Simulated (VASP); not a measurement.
```xyz
1
Lattice="-2.6400 2.6400 2.6400 2.6400 -2.6400 2.6400 2.6400 2.6400 -2.6400" Properties=species:S:1:pos:R:3 pbc="T T T"
K      0.0000     0.0000     0.0000
```

Level of theory: AM05 GGA, VASP's PBE PAW potentials (set 64) (plane waves; VASP). Numerical set-up: 520 eV cut-off, 9×9×9 Γ-centred mesh, first-order Methfessel-Paxton smearing of 0.10 eV, potentials K_sv.

Q: What does the run give for the energy per atom (σ→0), band gap (on the k-mesh) with the smallest direct gap where there is one?

A: 
| Quantity | Value |
|---|---|
| band gap (on the k-mesh) | none (metal, semimetal or under 0.01 eV) |
| energy per atom (σ→0) | -1.025 eV/atom |

The compound is K in the bcc structure. The cell was not relaxed at this level.
